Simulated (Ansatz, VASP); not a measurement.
# MgO: VASP beside Ansatz, part 2 of 2

One calculation is typed for both programs; each brings its own data sets. How far apart do they land? The cell is taken from a series of VASP runs on this material, whose earlier steps may have relaxed, scaled or displaced it; both programs get it as it stands. Valence electrons are named where the data sets of a main pair hold unlike numbers.

VASP 6.6.1 and Ansatz 0.2.0.

So far. Step 4 (Side by side): The walks stopped with 0.01 GPa left in Ansatz and 0.06 GPa in VASP; each walk ends within a tolerance, so the volume difference is uncertain by about these residues over the bulk modulus, most in soft cells.

## (5) VASP: band structure, r2SCAN-EpsX with an exact-exchange share of 0.318

Level of this step: r2SCAN-EpsX, exact-exchange share 1/3.146; plane waves and PAW (Mg, O) (VASP).

Levels along a path test the potential and the projectors away from the mesh points.

The run reads the wave functions of an earlier VASP run, which isn't shown here.

INCAR

```
SYSTEM = MgO
PREC = Accurate
ENCUT = 460
EDIFF = 1E-06
NELM = 100
ISMEAR = 0
SIGMA = 0.03
LREAL = .FALSE.
ALGO = Normal
LHFCALC = .TRUE.
AEXX = 0.318
METAGGA = R2SCAN
LASPH = .TRUE.
NBANDS = 10
PRECFOCK = Fast
HFRCUT = -1
LORBIT = 11
LWAVE = .FALSE.
LCHARG = .FALSE.
KPAR = 4
```

POSCAR

```
MgO
1.0
    0.0000000000      2.1052050000      2.1052050000
    2.1052050000      0.0000000000      2.1052050000
    2.1052050000      2.1052050000      0.0000000000
Mg O
1 1
Direct
    0.0000000000      0.0000000000      0.0000000000
    0.5000000000      0.5000000000      0.5000000000
```

KPOINTS

```
Automatic mesh
0
Gamma
6 6 6
0 0 0
```

KPOINTS_OPT

```
Line mode
10
Line-mode
Reciprocal
  0.00000000   0.00000000   0.00000000 GAMMA
  0.50000000   0.00000000   0.50000000 X

  0.50000000   0.00000000   0.50000000 X
  0.50000000   0.25000000   0.75000000 W

  0.50000000   0.25000000   0.75000000 W
  0.37500000   0.37500000   0.75000000 K

  0.37500000   0.37500000   0.75000000 K
  0.00000000   0.00000000   0.00000000 GAMMA

  0.00000000   0.00000000   0.00000000 GAMMA
  0.50000000   0.50000000   0.50000000 L

  0.50000000   0.50000000   0.50000000 L
  0.62500000   0.25000000   0.62500000 U

  0.62500000   0.25000000   0.62500000 U
  0.50000000   0.25000000   0.75000000 W

  0.50000000   0.25000000   0.75000000 W
  0.50000000   0.50000000   0.50000000 L

  0.50000000   0.50000000   0.50000000 L
  0.37500000   0.37500000   0.75000000 K

  0.62500000   0.25000000   0.62500000 U
  0.50000000   0.00000000   0.50000000 X
```

Potentials, in the order of the species: Mg and O (PBE family, release 64).

On the command line:

```bash
> mpirun -np 4 vasp_std
```

Numbers of over 12 decimals in the logs are rounded to 6 here.

Log:

```text
[banner, memory and clock lines left out]
running    4 mpi-ranks, on    1 nodes
[...]
|                                                                             |
|               ----> ADVICE to this user running VASP <----                  |
|                                                                             |
|     You enforced a specific xc type in the INCAR file but a different       |
|     [... a line on the potential file left out ...]
|     I HOPE YOU KNOW WHAT YOU ARE DOING!                                     |
|                                                                             |

 LDA part: xc-table for (None), standard interpolation
 found WAVECAR, reading the header
 POSCAR, INCAR and KPOINTS ok, starting setup
[...]
HFRCUT set to (new)   9.872476
 reading WAVECAR
 the WAVECAR file was read successfully
 initial charge from wavefunction
 entering main loop
       N       E                     dE             d eps       ncg     rms          rms(c)
[...]
DAV:  10    -0.184890874160E+02    0.25686E-05   -0.73055E-07   160   0.830E-03    0.685E-03
DAV:  11    -0.184890862984E+02    0.11175E-05   -0.24673E-07   160   0.617E-03    0.389E-03
DAV:  12    -0.184890857863E+02    0.51219E-06   -0.80558E-08   160   0.353E-03
   1 F= -.18489086E+02 E0= -.18489086E+02  d E =-.113325E-10
 Start KPOINTS_OPT (optional k-point list driver)
k-point batch [1-16\100]
       N       E                     dE             ncg
DAV:   1    -0.857119449280E+02   -0.43144E+04      352
DAV:   2    -0.643446689781E+03   -0.55773E+03      362
DAV:   3    -0.662093936024E+03   -0.18647E+02      382
DAV:   4    -0.662254007705E+03   -0.16007E+00      376
DAV:   5    -0.662254387798E+03   -0.38009E-03      372
DAV:   6    -0.662254389104E+03   -0.13058E-05      380
DAV:   7    -0.662254389109E+03   -0.56511E-08      300
[...]
k-point batch [97-100\100]
       N       E                     dE             ncg
DAV:   1     0.461218862740E+04   -0.14892E+04       88
DAV:   2     0.448724439920E+04   -0.12494E+03       88
DAV:   3     0.448369490555E+04   -0.35495E+01       90
DAV:   4     0.448366964209E+04   -0.25263E-01      104
DAV:   5     0.448366958687E+04   -0.55216E-04       96
DAV:   6     0.448366958666E+04   -0.21196E-06       96
```

From OUTCAR (step 5):

```text
 POSITION                                       TOTAL-FORCE (eV/Angst)
 -----------------------------------------------------------------------------------
      0.00000      0.00000      0.00000         0.000000      0.000000      0.000000
      2.10521      2.10521      2.10521        -0.000000     -0.000000     -0.000000
 -----------------------------------------------------------------------------------
    total drift:                               -0.000000     -0.000000     -0.000000

  FREE ENERGIE OF THE ION-ELECTRON SYSTEM (eV)
  ---------------------------------------------------
  free  energy   TOTEN  =       -18.4890857863 eV

  energy  without entropy=      -18.4890857862  energy(sigma->0) =      -18.48908579

[... 3 further parts left out ...]
[key lines of the parts left out:]
E-fermi :   0.9836
```

## (6) Ansatz: band structure, r2SCAN-EpsX with an exact-exchange share of 0.318

The same cell, functional, mesh and smearing now go to Ansatz, which takes its cutoff from its data sets.

The cell is taken from a series of VASP runs on this material, whose earlier steps may have relaxed, scaled or displaced it; both programs get it as it stands.

input.yaml

```yaml
crystal:
  lattice:
    - [0.0, 2.105205, 2.105205]
    - [2.105205, 0.0, 2.105205]
    - [2.105205, 2.105205, 0.0]
  atoms:
    - { symbol: Mg, position: [0.0, 0.0, 0.0] }
    - { symbol: O, position: [0.5, 0.5, 0.5] }
hamiltonian:
  xc: { exchange: r2scan, correlation: r2scan, exx: { coeff: 0.318 } }
  pseudopotentials: { kind: paw }
kpoints:
  mp_grid: { grid: [6, 6, 6] }
  band_path:
    path:
      - [0.0, 0.0, 0.0]
      - [0.5, 0.0, 0.5]
      - [0.5, 0.22222, 0.72222]
      - [0.40278, 0.34722, 0.75]
      - [0.125, 0.125, 0.25]
      - [0.27778, 0.27778, 0.27778]
      - [0.55556, 0.38889, 0.55556]
      - [0.58333, 0.25, 0.66667]
      - [0.5, 0.30556, 0.69444]
      - [0.48611, 0.48611, 0.52778]
      - [0.625, 0.25, 0.625]
      - [0.5, 0.0, 0.5]
    npoints: 1
scf:
  occupations: { method: gaussian, width: 0.03 }
  n_extra_bands: 7
output:
  forces: true
  stress: true
  eigenvalues: true
```

On the command line:

```bash
> ansatz run input.yaml --threads 4 --pin off --max-ram 9216MiB --backend cpu --events-out ev --progress --plain --runs-dir out
```

Log:

```text
[...]
--- Band table (eV; the first three rows and the last of 16) ---
  k-point 0: bands = [... 4 lower, -13.9734, 5.8039, 5.8039, 5.8039, 14.2431, 25.6899, 25.6899, 25.6899, ... 3 higher]
  k-point 1: bands = [... 4 lower, -13.6640, 4.2316, 5.6045, 5.6045, 15.7264, 23.3172, 26.3343, 26.3343, ... 3 higher]
  k-point 2: bands = [... 4 lower, -12.9757, 1.8340, 5.2320, 5.2320, 17.3142, 22.4291, 26.6614, 26.6614, ... 3 higher]
  k-point 15: bands = [... 4 lower, -12.3028, 1.9122, 3.3456, 3.9667, 20.2675, 21.4976, 22.6566, 26.8751, ... 3 higher]
[key lines of the parts left out:]
Free energy (F): -2497.621498 eV
Fermi energy:    10.023503 eV
P = ⅓ Tr σ = -5.1502 GPa (-51.502 kbar)
```

Run time: 9.4 s. Hardware: 4 threads of Intel Xeon 6975P-C (Granite Rapids), shared host; peak memory 0.73 GiB; 32 s of CPU time.

## (7) Comparison

What differs besides the data sets and the points named for the pairs above, as far as they apply: exact exchange at q = 0 is treated differently, which shows on coarse meshes; VASP keeps PBE cores, Ansatz makes them for the functional; the data sets hold 16 valence electrons in Ansatz (on its default PAW (the set named soft_2) files) and 8 in VASP; the cutoff is 500 eV in Ansatz and 460 eV in VASP; VASP takes a coarser grid for exact exchange (PRECFOCK = Fast). Total energies have different zeros and are not compared.

Compared:

```
                     quantity  Ansatz   VASP  difference
gap over the path points (eV)   8.439  8.391      +0.048
```

Levels at points of the path, from each program's valence-band top (eV; 3 filled, then empty):

```
k (reciprocal lattice)                         Ansatz                           VASP
     0.000 0.000 0.000      0.00 0.00 0.00 8.44 19.89      0.00 0.00 0.00 8.39 19.88
     0.500 0.000 0.500  -4.47 -1.51 -1.51 12.82 14.11  -4.50 -1.52 -1.52 12.82 13.99
     0.500 0.222 0.722  -3.47 -2.98 -1.93 15.37 16.20  -3.49 -3.00 -1.94 15.36 16.19
     0.403 0.347 0.750  -3.79 -2.95 -1.36 14.12 16.14  -3.81 -2.96 -1.37 14.10 16.04
     0.125 0.125 0.250  -1.97 -0.58 -0.21 10.55 16.90  -1.97 -0.58 -0.21 10.50 16.90
     0.278 0.278 0.278  -3.25 -0.45 -0.45 11.18 16.59  -3.26 -0.45 -0.45 11.14 16.58
     0.556 0.389 0.556  -4.61 -1.70 -0.92 12.92 16.83  -4.63 -1.70 -0.92 12.89 16.81
     0.583 0.250 0.667  -3.75 -2.94 -1.45 14.29 16.18  -3.78 -2.96 -1.46 14.27 16.07
     0.500 0.306 0.694  -3.60 -2.99 -1.64 15.20 15.99  -3.62 -3.00 -1.64 15.18 15.98
     0.486 0.486 0.528  -5.00 -0.82 -0.76 11.77 17.17  -5.01 -0.81 -0.76 11.74 17.14
```

Among the levels compared at these points, filled levels agree within 29 meV and empty ones within 124 meV.

## (8) What came out

```
difference in volume (relaxation of cell and atoms, LDA)                                                                    : 0.98 %
largest difference of a filled level at the path points (band structure, r2SCAN-EpsX with an exact-exchange share of 0.318) : 29 meV
difference in gap over the path points (band structure, r2SCAN-EpsX with an exact-exchange share of 0.318)                  : 0.048 eV
```

What this shows: The difference in volume is 0.98 % (relaxation of cell and atoms, LDA), within the 1.2 % picked in this series as the mark of a large difference, as far as the stopping tolerances let one tell. The data sets hold unlike numbers of valence electrons (16 in Ansatz and 8 in VASP), so part of the differences comes from the potentials. How closely two codes agree says nothing of how well the functional describes the real material.

[Lines on the potential files, build, host, timing and source positions are cut from VASP's logs without a mark.]

[Logs are printed without paths, hosts, clocks, repeated set-up lines and the standing remarks that a program may print on its own settings, such as how far it seeks lower states.]

[Hosts, paths, dates, database ids (printed as entryN), source tags and the programs' standing remarks are cut or masked in the printed files.]
